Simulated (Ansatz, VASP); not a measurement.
**Cross-check of Ta5Ni (Ni monolayer on Ta(100)) between VASP and Ansatz**

Wanted: the spread between two codes on one cell, functional and k mesh. The structure shown is the end of the VASP relaxation below.

Calculated with Ansatz 0.2.0; plane waves, with VASP 6.6.1 beside it; single point at PBE.

**1. Set-up**

The cell holds 12 atoms: 10 Ta and 2 Ni. Cell: a = 4.681 Å, b = 4.681 Å, c = 25.006 Å, α = 90.0°, β = 90.0°, γ = 90.0°. Vacuum lies along c.

As a file:

```xyz
12
Lattice="4.6810 0.0000 0.0000 0.0000 4.6810 0.0000 0.0000 0.0000 25.0063" Properties=species:S:1:pos:R:3
Ta    0.0000    2.3405    8.7218
Ta    2.3405    0.0000    8.7218
Ta    0.0000    0.0000   10.1467
Ta    2.3405    2.3405   10.1467
Ta    0.0000    2.3405   11.8153
Ta    2.3405    0.0000   11.8153
Ta    0.0000    0.0000   13.4804
Ta    2.3405    2.3405   13.4804
Ta    0.0000    2.3405   15.1092
Ta    2.3405    0.0000   15.1092
Ni    0.0000    0.0000   16.2829
Ni    2.3405    2.3405   16.2829
```

**2. VASP: relaxation, PBE**

This run makes the geometry at which the two programs are then compared.

Lines of VASP's logs that name or quote its potential files are left out, and so is its time.

INCAR reads:

```
SYSTEM = Ta5Ni
PREC = Normal
ENCUT = 300
EDIFF = 1E-05
NELM = 120
ISMEAR = -1
SIGMA = 0.1
LREAL = .FALSE.
ALGO = Fast
GGA = PE
NBANDS = 53
ISPIN = 2
MAGMOM = 0 0 0 0 0 0 0 0 0 0 1 1
LMAXMIX = 4
LORBIT = 11
LWAVE = .FALSE.
LCHARG = .FALSE.
KPAR = 4
IBRION = 2
NSW = 40
ISIF = 2
EDIFFG = -0.03
POTIM = 0.4
MAXMIX = 40
IDIPOL = 3
LDIPOL = .TRUE.
DIPOL = 0.5 0.5 0.504
```

POSCAR reads:

```
Ta5Ni
1.0
    4.6810468915      0.0000000000      0.0000000000
    0.0000000000      4.6810468915      0.0000000000
    0.0000000000      0.0000000000     25.0063058824
Ta Ni
10 2
Direct
    0.0000000000      0.5000000000      0.3399142616
    0.5000000000      0.0000000000      0.3399142616
    0.0000000000      0.0000000000      0.4060975679
    0.5000000000      0.5000000000      0.4060975679
    0.0000000000      0.5000000000      0.4722808741
    0.5000000000      0.0000000000      0.4722808741
    0.0000000000      0.0000000000      0.5384641803
    0.5000000000      0.5000000000      0.5384641803
    0.0000000000      0.5000000000      0.6046474866
    0.5000000000      0.0000000000      0.6046474866
    0.0000000000      0.0000000000      0.6600857384
    0.5000000000      0.5000000000      0.6600857384
```

KPOINTS reads:

```
Automatic mesh
0
Gamma
6 6 1
0 0 0
```

Potentials, in the order of the species: Ta and Ni (PBE family, release 64).

On the command line:

```bash
$ mpirun -np 4 vasp_std
```

Numbers of over 12 decimals in the logs are rounded to 6 here.

The program printed:

```text
[banner, memory and clock lines left out]
running    4 mpi-ranks, on    1 nodes
 distrk:  each k-point on    1 cores,    4 groups
 distr:  one band on    1 cores,    1 groups

 POSCAR found type information on POSCAR TaNi
 POSCAR found :  2 types and      12 ions
 LDA part: xc-table for (Slater+PW92), standard interpolation
 POSCAR, INCAR and KPOINTS ok, starting setup
 FFT: planning ... GRIDC
 FFT: planning ... GRID_SOFT
 FFT: planning ... GRID
 WAVECAR not read
 entering main loop
       N       E                     dE             d eps       ncg     rms          rms(c)
DAV:   1     0.222758022710E+03    0.22276E+03   -0.18699E+04  2136   0.682E+02
DAV:   2    -0.978685629292E+02   -0.32063E+03   -0.29316E+03  2732   0.182E+02
DAV:   3    -0.138471206770E+03   -0.40603E+02   -0.38385E+02  2680   0.628E+01
DAV:   4    -0.141319606726E+03   -0.28484E+01   -0.27891E+01  3424   0.163E+01
DAV:   5    -0.141417602386E+03   -0.97996E-01   -0.97440E-01  3472   0.291E+00    0.572E+01
RMM:   6    -0.307380780774E+03   -0.16596E+03   -0.70648E+02  3271   0.121E+02    0.106E+02
RMM:   7    -0.203255661020E+03    0.10413E+03   -0.14277E+02  2388   0.400E+01    0.525E+01
RMM:   8    -0.278987690226E+03   -0.75732E+02   -0.15167E+02  2531   0.363E+01    0.414E+01
RMM:   9    -0.145693402377E+03    0.13329E+03   -0.87134E+01  2370   0.238E+01    0.680E+01
RMM:  10    -0.146619656399E+03   -0.92625E+00   -0.48695E+01  2393   0.342E+01    0.269E+01
RMM:  11    -0.137537782135E+03    0.90819E+01   -0.68926E+00  2283   0.111E+01    0.226E+01
RMM:  12    -0.132755634206E+03    0.47821E+01   -0.28680E+00  2409   0.424E+00    0.213E+01
RMM:  13    -0.132886556666E+03   -0.13092E+00   -0.11275E+00  2585   0.288E+00    0.208E+01
RMM:  14    -0.129475022681E+03    0.34115E+01   -0.16786E+00  2513   0.346E+00    0.188E+01
[...]
RMM:  35    -0.123635964714E+03   -0.63050E-03   -0.12253E-04  1874   0.228E-02    0.240E-02
RMM:  36    -0.123637125910E+03   -0.11612E-02   -0.11219E-04  1916   0.258E-02    0.337E-02
RMM:  37    -0.123637974594E+03   -0.84868E-03   -0.59808E-05  1648   0.219E-02    0.134E-02
RMM:  38    -0.123638465786E+03   -0.49119E-03   -0.25954E-05  1447   0.135E-02    0.128E-02
RMM:  39    -0.123638769643E+03   -0.30386E-03   -0.22015E-05  1421   0.183E-02    0.125E-02
RMM:  40    -0.123638797762E+03   -0.28120E-04   -0.12238E-05  1383   0.121E-02    0.910E-03
RMM:  41    -0.123638767330E+03    0.30432E-04   -0.55287E-06  1343   0.888E-03    0.924E-03
RMM:  42    -0.123638766583E+03    0.74728E-06   -0.32175E-06  1307   0.941E-03
   1 F= -.12363877E+03 E0= -.12340751E+03  d E =-.123639E+03  mag=     0.0024
[... from here on, the cycles between the ionic steps are left out ...]
   4 F= -.12419388E+03 E0= -.12397890E+03  d E =-.469351E-01  mag=    -0.0010
   5 F= -.12422689E+03 E0= -.12401360E+03  d E =-.799361E-01  mag=    -0.0007
   6 F= -.12425246E+03 E0= -.12404060E+03  d E =-.255787E-01  mag=    -0.0006
   7 F= -.12428015E+03 E0= -.12407353E+03  d E =-.532686E-01  mag=     0.0005
   8 F= -.12428085E+03 E0= -.12407345E+03  d E =-.539676E-01  mag=    -0.0003
   9 F= -.12428397E+03 E0= -.12407927E+03  d E =-.311422E-02  mag=    -0.0004
 trial-energy change:   -0.003114  1 .order   -0.002996   -0.009521    0.003530
 step:   1.8079(harm=  1.7823)  dis= 0.01338  next Energy=  -124.284424 (dE=-0.357E-02)
 bond charge predicted
       N       E                     dE             d eps       ncg     rms          rms(c)
DAV:   1    -0.124284546630E+03   -0.58903E-03   -0.21078E-01  2260   0.155E+00    0.144E-01
RMM:   2    -0.124284376597E+03    0.17003E-03   -0.12728E-03  2154   0.155E-01    0.110E-02
RMM:   3    -0.124284428670E+03   -0.52072E-04   -0.41763E-04  2561   0.638E-02    0.816E-03
RMM:   4    -0.124284437579E+03   -0.89088E-05   -0.71203E-05  2009   0.262E-02
  10 F= -.12428444E+03 E0= -.12407906E+03  d E =-.358463E-02  mag=    -0.0003
 curvature:  -1.32 expect dE=-0.338E-03 dE for cont linesearch -0.205E-06
 trial: gam= 0.07173 g(F)=  0.257E-03 g(S)=  0.000E+00 ort = 0.300E-04 (trialstep = 0.232E+01)
 search vector abs. value=  0.291E-03
 reached required accuracy - stopping structural energy minimisation
```

Parts of OUTCAR (step 2):

```text
ion  position               nearest neighbor table
   1  0.000  0.500  0.340-   3 2.87   4 2.87   3 2.87   4 2.87   2 3.31   2 3.31   2 3.31   2 3.31
                             5 3.31
   2  0.500  0.000  0.340-   3 2.87   4 2.87   4 2.87   3 2.87   1 3.31   1 3.31   1 3.31   1 3.31
                             6 3.31
   3  0.000  0.000  0.406-   5 2.87   6 2.87   5 2.87   6 2.87   1 2.87   1 2.87   2 2.87   2 2.87
                             7 3.31   4 3.31   4 3.31   4 3.31   4 3.31
   4  0.500  0.500  0.406-   5 2.87   6 2.87   6 2.87   5 2.87   2 2.87   1 2.87   1 2.87   2 2.87
                             8 3.31   3 3.31   3 3.31   3 3.31   3 3.31
   5  0.000  0.500  0.472-   7 2.87   8 2.87   7 2.87   8 2.87   3 2.87   3 2.87   4 2.87   4 2.87
                             6 3.31   6 3.31   6 3.31   6 3.31   9 3.31   1 3.31
   6  0.500  0.000  0.472-   7 2.87   8 2.87   8 2.87   7 2.87   4 2.87   3 2.87   3 2.87   4 2.87
                             5 3.31   5 3.31   5 3.31   5 3.31  10 3.31   2 3.31
   7  0.000  0.000  0.538-   5 2.87   6 2.87   5 2.87   6 2.87   9 2.87   9 2.87  10 2.87  10 2.87
                            11 3.04   3 3.31   8 3.31   8 3.31   8 3.31   8 3.31
   8  0.500  0.500  0.538-   5 2.87   6 2.87   6 2.87   5 2.87   9 2.87  10 2.87  10 2.87   9 2.87
                            12 3.04   4 3.31   7 3.31   7 3.31   7 3.31   7 3.31
   9  0.000  0.500  0.605-  11 2.72  12 2.72  11 2.72  12 2.72   7 2.87   7 2.87   8 2.87   8 2.87
                            10 3.31  10 3.31  10 3.31  10 3.31   5 3.31
  10  0.500  0.000  0.605-  11 2.72  12 2.72  12 2.72  11 2.72   8 2.87   7 2.87   7 2.87   8 2.87
                             9 3.31   9 3.31   9 3.31   9 3.31   6 3.31
  11  0.000  0.000  0.660-   9 2.72  10 2.72   9 2.72  10 2.72   7 3.04
  12  0.500  0.500  0.660-   9 2.72  10 2.72  10 2.72   9 2.72   8 3.04

  LATTYP: Found a simple tetragonal cell.
 ALAT       =     4.6810468915
 C/A-ratio  =     5.3420327679

 Subroutine GETGRP returns: Found  8 space group operations
 (whereof  8 operations were pure point group operations)

The static configuration has the point symmetry C_4v.

 Found     10 irreducible k-points:

   k-points           NKPTS =     10   k-points in BZ     NKDIM =     10   number of bands    NBANDS=     53

   dimension x,y,z NGX =    20 NGY =   20 NGZ =  108
   dimension x,y,z NGXF=    40 NGYF=   40 NGZF=  216

   ENCUT  =  300.0 eV  22.05 Ry    4.70 a.u.   6.61  6.61 35.32*2*pi/ulx,y,z

   NELECT =      70.0000    total number of electrons

 k-points in reciprocal lattice and weights: Automatic mesh
   0.00000000  0.00000000  0.00000000       0.028
   0.16666667  0.00000000  0.00000000       0.111
   0.33333333  0.00000000  0.00000000       0.111
   0.50000000  0.00000000  0.00000000       0.056
   0.16666667  0.16666667  0.00000000       0.111
   0.33333333  0.16666667  0.00000000       0.222
   0.50000000  0.16666667  0.00000000       0.111
   0.33333333  0.33333333  0.00000000       0.111
   0.50000000  0.33333333  0.00000000       0.111
   0.50000000  0.50000000  0.00000000       0.028

 dipolmoment           0.000000      0.000000      0.095648 electrons x Angstroem

 average (electrostatic) potential at core
       1 -41.8039       2 -41.8039       3 -40.8323       4 -40.8323       5 -41.0819
       6 -41.0819       7 -41.0367       8 -41.0367       9 -41.7473      10 -41.7473
      11 -91.4742      12 -91.4742

 E-fermi :  -0.1497

 spin component 1
 k-point     1 :       0.0000    0.0000    0.0000
  band No.  band energies     occupation
    ...
     29      -0.8764      0.99930
     30      -0.7404      0.99729
     31      -0.4100      0.93105
     32      -0.4100      0.93105
     33      -0.1766      0.56670
     34       0.3213      0.00892
     35       0.3213      0.00892
     36       0.3557      0.00634
     37       0.5378      0.00103
     38       0.5378      0.00103
    ...

 k-point     2 :       0.1667    0.0000    0.0000
  band No.  band energies     occupation
    ...
     29      -0.9516      0.99967
     30      -0.8723      0.99927
     31      -0.7168      0.99657
     32      -0.5262      0.97735
     33      -0.5028      0.97156
     34      -0.0133      0.20352
     35       0.0156      0.16059
     36       0.1268      0.05919
     37       0.2931      0.01179
     38       0.5960      0.00058
    ...

 k-point     3 :       0.3333    0.0000    0.0000
  band No.  band energies     occupation
    ...
     31      -1.0091      0.99981
     32      -0.9507      0.99967
     33      -0.5991      0.98894
     34      -0.5391      0.98004
     35      -0.4653      0.95912
     36      -0.1392      0.47378
     37      -0.1368      0.46774
     38       0.1021      0.07457
     39       0.4615      0.00221
     40       0.5134      0.00132
    ...

 k-point     4 :       0.5000    0.0000    0.0000
  band No.  band energies     occupation
    ...
     32      -1.0816      0.99991
     33      -0.9093      0.99950
     34      -0.9093      0.99950
     35      -0.7472      0.99746
     36      -0.7472      0.99746
     37      -0.0804      0.33333
     38      -0.0804      0.33333
     39       0.4064      0.00383
     40       0.4064      0.00383
     41       0.6183      0.00046
    ...

 k-point     5 :       0.1667    0.1667    0.0000
  band No.  band energies     occupation
    ...
     31      -0.6626      0.99411
     32      -0.5785      0.98645
     33      -0.5563      0.98313
     34      -0.4345      0.94520
     35      -0.2915      0.80490
     36      -0.1026      0.38423
     37       0.2128      0.02596
     38       0.3574      0.00623
     39       0.5621      0.00081
     40       0.6560      0.00032
    ...

 k-point     6 :       0.3333    0.1667    0.0000
  band No.  band energies     occupation
    ...
     31      -0.7298      0.99698
     32      -0.6960      0.99577
     33      -0.5929      0.98825
     34      -0.5066      0.97258
     35      -0.4233      0.93906
     36      -0.1473      0.49396
     37      -0.0248      0.22277
     38       0.1425      0.05104
     39       0.2776      0.01375
     40       0.3711      0.00544
    ...

  Total       -6.2760754     -6.2760754     -0.5962898      0.0000000      0.0000000      0.0000000
  in kB      -18.3511471    -18.3511471     -1.7435420      0.0000000      0.0000000      0.0000000
  external PRESSURE =     -12.8152787 kB  Pullay stress =       0.0000000 kB

  energy-cutoff  :      300.00
  volume of cell :      547.94
      direct lattice vectors                 reciprocal lattice vectors
     4.681046892  0.000000000  0.000000000     0.213627426  0.000000000  0.000000000
     0.000000000  4.681046892  0.000000000     0.000000000  0.213627426  0.000000000
     0.000000000  0.000000000 25.006305882     0.000000000  0.000000000  0.039989913

 POSITION                                       TOTAL-FORCE (eV/Angst)
 -----------------------------------------------------------------------------------
      0.00000      2.34052      8.72176         0.000000     -0.000000      0.010764
      2.34052      0.00000      8.72176         0.000000     -0.000000      0.010764
      0.00000      0.00000     10.14667         0.000000     -0.000000      0.029648
      2.34052      2.34052     10.14667         0.000000     -0.000000      0.029648
      0.00000      2.34052     11.81532         0.000000     -0.000000     -0.025898
      2.34052      0.00000     11.81532         0.000000     -0.000000     -0.025898
      0.00000      0.00000     13.48042         0.000000     -0.000000     -0.019209
      2.34052      2.34052     13.48042         0.000000     -0.000000     -0.019209
      0.00000      2.34052     15.10921         0.000000     -0.000000      0.027644
      2.34052      0.00000     15.10921         0.000000     -0.000000      0.027644
      0.00000      0.00000     16.28292         0.000000      0.000000     -0.022950
      2.34052      2.34052     16.28292        -0.000000      0.000000     -0.022950
 -----------------------------------------------------------------------------------
    total drift:                               -0.000000      0.000000     -0.008684

  FREE ENERGIE OF THE ION-ELECTRON SYSTEM (eV)
  ---------------------------------------------------
  free  energy   TOTEN  =      -124.2844375786 eV

  energy  without entropy=     -123.8736767980  energy(sigma->0) =     -124.07905719

 reached required accuracy - stopping structural energy minimisation

 vacuum level on the upper side and lower side of the slab         4.345         3.575

 total charge
# of ion       s       p       d       tot
------------------------------------------
    1        0.748   0.479   3.233   4.460
    2        0.748   0.479   3.233   4.460
    3        0.737   0.725   3.538   4.999
    4        0.737   0.725   3.538   4.999
    5        0.702   0.740   3.351   4.793
    6        0.702   0.740   3.351   4.793
    7        0.714   0.715   3.409   4.839
    8        0.714   0.715   3.409   4.839
    9        0.710   0.665   3.242   4.617
   10        0.710   0.665   3.242   4.617
   11        0.537   0.278   8.361   9.175
   12        0.537   0.278   8.361   9.175
--------------------------------------------------
tot          8.295   7.204  50.265  65.764

 magnetization (x)
# of ion       s       p       d       tot
------------------------------------------
    1        0.000   0.000   0.000   0.000
    2        0.000   0.000   0.000   0.000
    3        0.000  -0.000   0.000   0.000
    4        0.000  -0.000   0.000   0.000
    5        0.000  -0.000  -0.000  -0.000
    6        0.000  -0.000  -0.000  -0.000
    7       -0.000  -0.000  -0.000  -0.000
    8       -0.000  -0.000  -0.000  -0.000
    9       -0.000  -0.000  -0.000  -0.000
   10       -0.000  -0.000  -0.000  -0.000
   11       -0.000  -0.000  -0.000  -0.000
   12       -0.000  -0.000  -0.000  -0.000
--------------------------------------------------
tot         -0.000  -0.000  -0.000  -0.000

[... 6 further parts left out ...]
```

The data set Ta keeps the semicore shell frozen, which is cheaper and a little less accurate.

[end of part 1 of 2]

[Lines on the potential files, build, host, timing and source positions are cut from VASP's logs without a mark.]

[Logs are printed without paths, hosts, clocks, repeated set-up lines and the standing remarks that a program may print on its own settings, such as how far it seeks lower states.]

[Hosts, paths, dates, database ids (printed as entryN), source tags and the programs' standing remarks are cut or masked in the printed files.]
